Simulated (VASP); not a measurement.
## CeZn2Ni: band structure with BLYP

CeZn2Ni:

```
Ce Zn Ni
1.0
     3.86439    0.00000    0.00000
     0.00000    3.86439    0.00000
     0.00000    0.00000    4.91927
Ce Zn Ni
1 2 1
Direct
  0.00000 0.00000 0.00000
  0.00000 0.50000 0.50000
  0.50000 0.00000 0.50000
  0.50000 0.50000 0.00000
```

The cell comes from a database or a generator and needn't be the stable form of this composition.

```json
{
  "Program": "VASP 6.6.1",
  "Task": "band structure",
  "Functional": "BLYP",
  "Potentials or basis": "VASP PAW PBE potentials, release 64 (Ce, Zn, Ni)",
  "Cutoff": "520 eV",
  "k mesh": "5 × 5 × 5",
  "Occupations": "fermi-dirac, width 0.05 eV",
  "Spin": "collinear spin, ferromagnetic start",
  "Starting moments": "[1.0, 0.0, 0.0, 1.0] μB",
  "Further INCAR settings": "ALGO = Normal; EDIFF = 1e-06"
}
```

```
Band gap along the path : none (metal or under the smearing width)
Net moment              : 0.37 μB per cell
```

Levels at the corners of the path, in eV from the Fermi level:
Spin up:
```csv
point,band 21,band 22,band 23,band 24,band 25,band 26
Γ,-0.69,-0.47,0.05,0.13,0.13,0.15
X,-1.48,-1.28,-0.59,0.01,0.25,0.29
X,-1.48,-1.28,-0.59,0.01,0.26,0.29
M,-2.02,-2.02,-1.84,0.10,0.20,0.20
M,-2.02,-2.02,-1.84,0.10,0.20,0.20
Γ,-0.69,-0.47,0.05,0.13,0.13,0.15
Γ,-0.69,-0.47,0.05,0.13,0.13,0.15
Z,-1.94,-0.06,0.12,0.17,0.17,0.32
Z,-1.94,-0.06,0.12,0.17,0.17,0.32
R,-1.67,-1.43,-0.89,0.26,0.29,0.39
R,-1.67,-1.43,-0.89,0.26,0.29,0.39
A,-1.35,-0.80,-0.75,-0.75,0.17,0.17
A,-1.35,-0.80,-0.75,-0.75,0.17,0.18
Z,-1.94,-0.06,0.12,0.17,0.17,0.32
X,-1.48,-1.28,-0.59,0.01,0.25,0.29
R,-1.67,-1.43,-0.89,0.26,0.29,0.39
M,-2.02,-2.02,-1.84,0.10,0.20,0.20
A,-1.35,-0.80,-0.75,-0.75,0.17,0.17
```
Spin down:
```csv
point,band 20,band 21,band 22,band 23,band 24,band 25,band 26,band 27
Γ,-1.84,-0.69,-0.38,0.24,0.30,0.30,0.36,0.36
X,-1.82,-1.48,-1.25,-0.50,0.15,0.44,0.47,0.59
X,-1.82,-1.48,-1.25,-0.50,0.15,0.44,0.47,0.59
M,-2.11,-2.00,-2.00,-1.88,0.30,0.41,0.41,0.56
M,-2.11,-2.00,-2.00,-1.88,0.30,0.41,0.41,0.56
Γ,-1.84,-0.69,-0.38,0.24,0.30,0.30,0.36,0.36
Γ,-1.84,-0.69,-0.38,0.24,0.30,0.30,0.36,0.36
Z,-2.13,-1.96,0.11,0.32,0.38,0.38,0.54,0.57
Z,-2.13,-1.96,0.11,0.32,0.38,0.38,0.54,0.57
R,-1.69,-1.68,-1.45,-0.83,0.45,0.47,0.58,0.63
R,-1.69,-1.68,-1.45,-0.83,0.45,0.47,0.58,0.62
A,-1.76,-1.37,-0.78,-0.78,-0.75,0.37,0.37,0.46
A,-1.76,-1.37,-0.78,-0.78,-0.75,0.37,0.37,0.46
Z,-2.13,-1.96,0.11,0.32,0.38,0.38,0.54,0.57
X,-1.82,-1.48,-1.25,-0.50,0.15,0.44,0.47,0.59
R,-1.69,-1.68,-1.45,-0.83,0.45,0.47,0.58,0.62
M,-2.11,-2.00,-2.00,-1.88,0.30,0.41,0.41,0.56
A,-1.76,-1.37,-0.78,-0.78,-0.75,0.37,0.37,0.46
```

It took 10 min on 1 thread of Intel(R) Xeon(R) Platinum 8488C (Sapphire Rapids) (shared host), peak memory 0.58 GiB.

Caveat: the log is that of the step along the path at fixed density, whose energy, stress, charges and moments have no meaning; the magnetic or orbital state may not be the lowest; spin-orbit coupling is left out, which moves the levels of the heavy elements; without U or exact exchange the open f shell lies at the Fermi level, which spoils levels, moments and volumes. The state reached can hang on the start; a lower one may exist.
